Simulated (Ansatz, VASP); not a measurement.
**Al14Cu (Al(553) slab under a Cu skin): VASP beside Ansatz**

One calculation is typed for both programs; each brings its own data sets. How far apart do they land? The cell is taken from a series of runs on this material, whose earlier steps may have relaxed, scaled, displaced or heated it; both programs get it as it stands.

Main program and level: Ansatz 0.2.0; plane waves, with VASP 6.6.1 beside it; PBE.

### Step 1. Starting point

The cell holds 210 atoms: 196 Al and 14 Cu. Its edges and angles: a = 20.046 Å, b = 22.183 Å, c = 21.382 Å, α = 90.0°, β = 90.0°, γ = 97.4°. It derives from Al (fcc). As first built, before any earlier steps moved the atoms or strained the cell (in the runner's words): fcc Al (a = 4.05 A), (553) slab of 15 repeat layers, 7 x 2 surface cells; top layer Cu; every coordinate displaced by a Gaussian of 0.03 A. Vacuum lies along c.

### Step 2. VASP: single point, PBE

With cell and atoms fixed, the geometry can't cause a difference; cores, projectors, grids and the points listed under the comparison can.

Lines of VASP's logs that name or quote its potential files are left out, and so is its time.

INCAR reads:

```
SYSTEM = Al14Cu
PREC = Accurate
ENCUT = 520
EDIFF = 1E-06
NELM = 120
ISMEAR = -1
SIGMA = 0.1
LREAL = Auto
ALGO = Normal
GGA = PE
NBANDS = 518
LASPH = .TRUE.
LORBIT = 11
LWAVE = .FALSE.
LCHARG = .FALSE.
ISIF = 2
GGA_COMPAT = .FALSE.
```

POSCAR reads:

```
Al14Cu
1.0
   20.0464800000      0.0000000000      0.0000000000
   -2.8637800000     21.9971300000      0.0000000000
    0.0000000000      0.0000000000     21.3817100000
Al Cu
196 14
Direct
    0.8559900000      0.5006100000      0.3255800000
    0.2283200000      0.6092000000      0.3503600000
    0.1747100000      0.7216400000      0.3796400000
    0.1190300000      0.8282600000      0.4008100000
    0.0619000000      0.9413900000      0.4263100000
    0.0076900000      0.0527200000      0.4499700000
    0.2370100000      0.6618900000      0.4739300000
    0.1794000000      0.7710700000      0.4996600000
    0.1248100000      0.8830500000      0.5245400000
    0.0714400000      0.9923700000      0.5489700000
    0.0143000000      0.1016600000      0.5735400000
    0.9571200000      0.2096800000      0.5971400000
    0.1909800000      0.8240100000      0.6227900000
    0.1313200000      0.9314400000      0.6483700000
    0.7139000000      0.4997100000      0.3275600000
    0.0887100000      0.6078200000      0.3544500000
    0.0309300000      0.7198500000      0.3787400000
    0.9765500000      0.8300200000      0.4038000000
    0.9194900000      0.9417000000      0.4250200000
    0.8626900000      0.0495900000      0.4515200000
    0.0928900000      0.6627800000      0.4725400000
    0.0387100000      0.7716100000      0.5013100000
    0.9844400000      0.8828500000      0.5233900000
    0.9281500000      0.9912600000      0.5478700000
    0.8724100000      0.1001600000      0.5742300000
    0.8149000000      0.2130200000      0.6002400000
    0.0470800000      0.8214200000      0.6227700000
    0.9901900000      0.9310900000      0.6469100000
    0.5708600000      0.4992300000      0.3263400000
    0.9441400000      0.6105100000      0.3513400000
[... 174 atom lines left out ...]
    0.3629700000      0.0429400000      0.6706300000
    0.6494800000      0.5451800000      0.6708500000
    0.2168700000      0.0430900000      0.6712000000
    0.5046900000      0.5448900000      0.6721600000
    0.3624200000      0.5430300000      0.6724500000
    0.2206200000      0.5430700000      0.6739100000
```

KPOINTS reads:

```
Automatic mesh
0
Gamma
1 1 1
0 0 0
```

PAW data sets: Al and Cu (PBE family, release 64).

The run is started by

```bash
$ export OMP_NUM_THREADS=4
$ mpirun -np 1 vasp_gam
```

Numbers of over 12 decimals in the logs are rounded to 6 here.

Output:

```text
[banner, memory and clock lines left out]
running    1 mpi-ranks, on    1 nodes
[...]
Offloading initialized ...    1 GPUs detected
[...]
LDA part: xc-table for (Slater+PW92), standard interpolation
 POSCAR, INCAR and KPOINTS ok, starting setup
[...]
entering main loop
       N       E                     dE             d eps       ncg     rms          rms(c)
DAV:   1     0.465318889365E+04    0.46532E+04   -0.25590E+05  1036   0.114E+03
DAV:   2    -0.199734766529E+03   -0.48529E+04   -0.41948E+04  1352   0.224E+02
DAV:   3    -0.763726108850E+03   -0.56399E+03   -0.50838E+03  1328   0.941E+01
DAV:   4    -0.814080026791E+03   -0.50354E+02   -0.47877E+02  1648   0.297E+01
[...]
DAV:  39    -0.732697392670E+03   -0.12771E-05   -0.18221E-07   720   0.140E-03    0.681E-04
DAV:  40    -0.732697393897E+03   -0.12266E-05   -0.12997E-07   664   0.115E-03    0.105E-03
DAV:  41    -0.732697394581E+03   -0.68423E-06   -0.12856E-07   600   0.213E-03
   1 F= -.73269739E+03 E0= -.73128094E+03  d E =-.283291E+01
```

Parts of OUTCAR (step 2):

```text
  FREE ENERGIE OF THE ION-ELECTRON SYSTEM (eV)
  ---------------------------------------------------
  free  energy   TOTEN  =      -732.6973945812 eV

  energy  without entropy=     -729.8644860150  energy(sigma->0) =     -731.28094030
```

### Step 3. Ansatz: single point, PBE

Ansatz runs on its default PAW (the set named soft_2) files.

The same cell, functional, mesh and smearing now go to Ansatz, which takes its cutoff from its data sets.

input.yaml reads:

```yaml
crystal:
  lattice:
    - [20.04648, 0.0, 0.0]
    - [-2.86378, 21.99713, 0.0]
    - [0.0, 0.0, 21.38171]
  atoms:
    - { symbol: Al, position: [0.85599, 0.50061, 0.32558] }
    - { symbol: Al, position: [0.22832, 0.6092, 0.35036] }
    - { symbol: Al, position: [0.17471, 0.72164, 0.37964] }
    - { symbol: Al, position: [0.11903, 0.82826, 0.40081] }
    - { symbol: Al, position: [0.0619, 0.94139, 0.42631] }
    - { symbol: Al, position: [0.00769, 0.05272, 0.44997] }
    - { symbol: Al, position: [0.23701, 0.66189, 0.47393] }
    - { symbol: Al, position: [0.1794, 0.77107, 0.49966] }
    - { symbol: Al, position: [0.12481, 0.88305, 0.52454] }
    - { symbol: Al, position: [0.07144, 0.99237, 0.54897] }
    - { symbol: Al, position: [0.0143, 0.10166, 0.57354] }
    - { symbol: Al, position: [0.95712, 0.20968, 0.59714] }
    - { symbol: Al, position: [0.19098, 0.82401, 0.62279] }
    - { symbol: Al, position: [0.13132, 0.93144, 0.64837] }
    - { symbol: Cu, position: [0.0788, 0.04147, 0.67436] }
    - { symbol: Al, position: [0.7139, 0.49971, 0.32756] }
    - { symbol: Al, position: [0.08871, 0.60782, 0.35445] }
    - { symbol: Al, position: [0.03093, 0.71985, 0.37874] }
    - { symbol: Al, position: [0.97655, 0.83002, 0.4038] }
    - { symbol: Al, position: [0.91949, 0.9417, 0.42502] }
    - { symbol: Al, position: [0.86269, 0.04959, 0.45152] }
    - { symbol: Al, position: [0.09289, 0.66278, 0.47254] }
    - { symbol: Al, position: [0.03871, 0.77161, 0.50131] }
    - { symbol: Al, position: [0.98444, 0.88285, 0.52339] }
    - { symbol: Al, position: [0.92815, 0.99126, 0.54787] }
    - { symbol: Al, position: [0.87241, 0.10016, 0.57423] }
    - { symbol: Al, position: [0.8149, 0.21302, 0.60024] }
    - { symbol: Al, position: [0.04708, 0.82142, 0.62277] }
    - { symbol: Al, position: [0.99019, 0.93109, 0.64691] }
    - { symbol: Cu, position: [0.93522, 0.04128, 0.67365] }
[... 174 atom lines left out ...]
    - { symbol: Al, position: [0.21407, 0.49306, 0.55098] }
    - { symbol: Al, position: [0.15593, 0.60285, 0.57222] }
    - { symbol: Al, position: [0.10443, 0.71338, 0.6] }
    - { symbol: Al, position: [0.33141, 0.32312, 0.62425] }
    - { symbol: Al, position: [0.27723, 0.43293, 0.64935] }
    - { symbol: Cu, position: [0.22062, 0.54307, 0.67391] }
kpoints:
  mp_grid: { grid: [1, 1, 1] }
hamiltonian:
  xc: pbe
scf:
  occupations: { method: fermi_dirac, width: 0.1 }
output:
  forces: true
```

The run is started by

```bash
$ ansatz run input.yaml --threads 4 --pin off --max-ram 81920MiB --backend cpu --events-out ev --progress --plain --runs-dir out
```

Output:

```text
Engine: ansatz 0.2.0, aarch64-unknown-linux-gnu
Pseudopotentials: kind: paw
Pseudopotential: Al, paw, valence charge 3, recommended cutoff 420 eV (normal), Al.paw.azcp
Pseudopotential: Cu, paw, valence charge 19, recommended cutoff 420 eV (normal), Cu.paw.azcp
Functional definition: PBE
  parameter kappa = 0.804
  parameter beta = 0.066725
  exchange = pbe_x(kappa = kappa, mu = beta*pi^2/3)
  correlation = pbe_c(beta = beta)
Crystal: 210 atoms, lattice volume = 9428.586 Å³
Basis set: ecut = 420 eV, 184255 PW (Γ), exchange–correlation on 270×300×288 points (8 copies of the dense FFT grid, shifted against one another)
Bands: 637, of which v1, the nominal top of the filled ones, is band 427 counted from 1 (426 counted from 0)
Symmetry: 1 space group operations
Space group: P1 (ITA 1), of the structure as read, at distance tolerance 2.1e-4 Å
k-points: 1
Non-local potential: Al, projectors of the file, l = 0: 2, l = 1: 2, l = 2: 1
Non-local potential: Cu, projectors of the file, l = 0: 3, l = 1: 2, l = 2: 3, l = 3: 1
PAW form: soft (Blöchl's): semilocal exchange-correlation on the pseudo side does not see the compensation charge
PAW one-centre angular grid: Al, 110 points (default); XC on 64 Gauss nodes
PAW one-centre angular grid: Cu, 590 points (default); XC on 64 Gauss nodes
Initial density: superposition of atomic densities (neutral atoms: chi_scale 0, normalization atom), corrected by the library's trained network
Initial wavefunctions: pseudopotential atomic-orbital guess
Functional: x = pbe(κ = 0.804, μ = 0.219515), c = pbe(β = 0.066725)
SCF iter   1: F=—  HF=-198048.967195 eV  |F-HF|=—  |Δ(HF+E_count)|=         —  Δρ=1.76e-3  dr2=2.52e0  ethr=1.77e-3  ⟨swp⟩=10.0  Hψ=3566  notcnv=0  defer=24
preconditioner: auto → LDOS  [metal: Δε(μ)=0.082 eV  Ē_g=5.770 eV  σ=0.100 eV  W_gap=0.20  n_scr=970 (ndim 8)  ℏωp=10.4 eV  f_vac=0.508  D(μ)=83.42/eV (n_scr^D=322)  β→1.0]
SCF iter   2: F=—  HF=-198048.844675 eV  |F-HF|=—  |Δ(HF+E_count)|=   1.23e-1  Δρ=8.08e-4  dr2=3.12e-1  ethr=2.95e-4  ⟨swp⟩=3.0  Hψ=1167  notcnv=0  defer=33
SCF iter   3: F=—  HF=-198048.839492 eV  |F-HF|=—  |Δ(HF+E_count)|=   5.18e-3  Δρ=1.25e-3  dr2=1.04e-1  ethr=3.65e-5  ⟨swp⟩=2.0  Hψ=945  notcnv=0  defer=33
SCF iter   4: F=—  HF=-198048.828209 eV  |F-HF|=—  |Δ(HF+E_count)|=   1.13e-2  Δρ=7.24e-4  dr2=3.20e-2  ethr=1.22e-5  ⟨swp⟩=2.0  Hψ=1023  notcnv=0  defer=33
SCF iter   5: F=—  HF=-198048.823621 eV  |F-HF|=—  |Δ(HF+E_count)|=   4.59e-3  Δρ=1.66e-4  dr2=1.90e-3  ethr=3.74e-6  ⟨swp⟩=2.0  Hψ=797  notcnv=0  defer=33
SCF iter   6: F=—  HF=-198048.823510 eV  |F-HF|=—  |Δ(HF+E_count)|=   1.11e-4  Δρ=9.93e-5  dr2=6.28e-4  ethr=2.22e-7  ⟨swp⟩=2.0  Hψ=1066  notcnv=0  defer=33
SCF iter   7: F=—  HF=-198048.823498 eV  |F-HF|=—  |Δ(HF+E_count)|=   1.24e-5  Δρ=3.69e-5  dr2=8.94e-5  ethr=7.36e-8  ⟨swp⟩=2.0  Hψ=927  notcnv=0  defer=33
SCF iter   8: F=—  HF=-198048.824623 eV  |F-HF|=—  |Δ(HF+E_count)|=   1.12e-3  Δρ=4.64e-6  dr2=2.50e-6  ethr=1.05e-8  ⟨swp⟩=2.0  Hψ=1066  notcnv=0  defer=32
SCF iter   9: F=—  HF=-198048.824625 eV  |F-HF|=—  |Δ(HF+E_count)|=   2.42e-6  Δρ=3.32e-6  dr2=7.77e-7  ethr=2.93e-10  ⟨swp⟩=3.0  Hψ=1229  notcnv=0  defer=32
SCF iter  10: F=—  HF=-198048.824626 eV  |F-HF|=—  |Δ(HF+E_count)|=   4.18e-7  Δρ=3.27e-6  dr2=6.73e-7  ethr=9.09e-11  ⟨swp⟩=2.0  Hψ=1023  notcnv=0  defer=32
SCF iter  11: F=-198048.824626 eV  HF=-198048.824626 eV  |F-HF|=2.35e-8  |Δ(HF+E_count)|=   1.83e-8  Δρ=7.19e-7  dr2=5.37e-8  ethr=1.17e-11  ⟨swp⟩=3.0  Hψ=2230  notcnv=0
SCF 1 converged in 11 iterations: F = -198048.824626 eV  dr2 = 5.37e-8
  greatest PAW one-centre occupation: 1.000 electrons in one spin orbital (limit 2), on the Cu atom at site 74 (counted from 0), in its partial waves of l = 0
SCF converged after 11 iterations
Free energy (F): -198048.824626 eV
Harris-Foulkes:  -198048.824626 eV  (|F-HF|=2.35e-8)
Internal energy: -198045.987883 eV  (E = F + TS)
E sigma→0 (E₀):  -198047.406254 eV
Entropy (-TS):   -2.836743 eV (-13.508 meV/atom)
Fermi energy:    0.507165 eV
--- Per-component energies (eV) ---
  E_band       = -11343.570182
  E_kinetic    = 8389.995080
  E_local      = -297003.887213  (includes V_loc(G=0)·N_el)
  E_nonlocal   = 7588.459781
  E_hartree    = 141962.621367
  E_xc         = -8861.217383
  E_vxc        = -7049.257962  (∫ρ·V_xc dr)
  E_paw        = -114952.659521  (= ΣΔE_a)
  E_vpaw       = -7194.184244  (= ΣTr[D̂ρ^β])
  E_aug_tail   = 0.003518  (compensation charges beyond the density's cutoff)
  E_ewald      = 64830.696489
  E_smearing   = -2.836743  (= −TS)
  E_closure    = -0.000000  (closes the sum)
  Σ components = -198048.824626   (vs F -198048.824626, Δ=0.00e0)
--- Forces (eV/Å), atoms counted from 1 ---
  atom   1  Al     0.03595866    -0.03819294     0.47197968
  atom   2  Al     0.18460101     0.24734989     0.04324668
  atom   3  Al     0.00853257    -0.19077294    -0.35904748
[...]
atom  46  Al     0.11826798     0.06216122     0.19604424
  atom  47  Al    -0.00257229     0.07658063    -0.11847846
  atom  48  Al    -0.06634825     0.12284350    -0.09858044
  atom  49  Al     0.06441879    -0.18486764     0.02936348
  atom  50  Al    -0.11676586     0.11512685    -0.01114313
  atom  51  Al     0.03929904    -0.19516689    -0.13877599
  atom  52  Al     0.14819562    -0.04997857     0.09555235
  atom  53  Al     0.10451565     0.03208748    -0.03871495
  atom  54  Al     0.18804217     0.02791780    -0.09500723
  atom  55  Al    -0.03073931     0.10346586    -0.02041438
  atom  56  Al     0.18431293    -0.11921189     0.75219468
  atom  57  Al     0.07203630     0.14782740     0.13408763
  atom  58  Al     0.13096929     0.08261480     0.02645013
  atom  59  Al     0.12805370     0.63286577     0.00728618
  atom  60  Cu    -0.01399664    -0.49976934    -1.07831528
  atom  61  Al     0.18486776     0.02190346     0.16802852
  atom  62  Al     0.04233674     0.13875915     0.05252680
  atom  63  Al    -0.13904151    -0.13097282    -0.02188999
  atom  64  Al    -0.11888726    -0.42069562    -0.18635771
  atom  65  Al     0.05232195    -0.02188330    -0.31351123
  atom  66  Al    -0.02806795     0.16433878    -0.29686941
[...]
atom 203  Al     0.10957620    -0.21410681     0.12068926
  atom 204  Al    -0.29584735     0.26984132     0.25108533
  atom 205  Al    -0.03669007     0.00384105    -0.03859193
  atom 206  Al     0.06034428    -0.18240793     0.72208162
  atom 207  Al    -0.23429063    -0.04495785    -0.03321976
  atom 208  Al     0.07911847    -0.11202997    -0.00552057
  atom 209  Al    -0.12201579     0.50961319     0.01333494
  atom 210  Cu    -0.00394214    -0.52700145    -1.10399508
  max |Σ_I F_I| component: 1.81e-4 eV/Å
```

### Step 4. Differences

Known differences besides the potentials themselves: the data sets hold 854 valence electrons in Ansatz (on its default PAW (the set named soft_2) files) and 742 in VASP; the cutoff is 420 eV in Ansatz and 520 eV in VASP (PREC = Accurate, projectors in real space). Total energies have different zeros and are not compared.

Forces on 9 of the 210 atoms, those with the largest forces and the largest differences (eV/Å; atoms numbered as in POSCAR):

```
 atom          Ansatz x, y, z            VASP x, y, z
Cu197  -0.023, -0.489, -1.110  -0.024, -0.482, -1.093
Cu198  -0.003, -0.502, -1.134  -0.003, -0.495, -1.118
Cu199  -0.010, -0.508, -1.140  -0.010, -0.502, -1.123
Cu201   0.020, -0.541, -1.123   0.020, -0.537, -1.108
Cu204  -0.011, -0.498, -1.112  -0.010, -0.490, -1.097
Cu205   0.024, -0.512, -1.067   0.024, -0.507, -1.050
Cu206   0.007, -0.544, -1.087   0.008, -0.538, -1.069
Cu208   0.023, -0.543, -1.099   0.024, -0.540, -1.083
Cu210  -0.004, -0.527, -1.104  -0.006, -0.520, -1.088
```

The forces differ by 3.8 meV/Å r.m.s., which is 1.4 % of the r.m.s. force of 0.271 eV/Å (both taken over all components). Where the cell holds vacuum, a pressure given here is an average over it and none of the material.

### Step 5. Summary of results

```
r.m.s. force difference (single point, PBE) : 1.4 % of the r.m.s. force
```

In words: The r.m.s. force difference is 1.4 % of the r.m.s. force (single point, PBE), within the 3 % picked in this series as the mark of a large difference. The data sets hold unlike numbers of valence electrons (854 in Ansatz and 742 in VASP), so part of the differences may come from the potentials. Such differences can come from data sets, numerical settings and the points named under the comparisons, not from the functional's error against experiment.

[Lines on the potential files, build, host, timing and source positions are cut from VASP's logs without a mark.]

[Logs are printed without paths, hosts, clocks, repeated set-up lines and the standing remarks that a program may print on its own settings, such as how far it seeks lower states.]

[Hosts, paths, dates, database ids (printed as entryN), source tags and the programs' standing remarks are cut or masked in the printed files.]
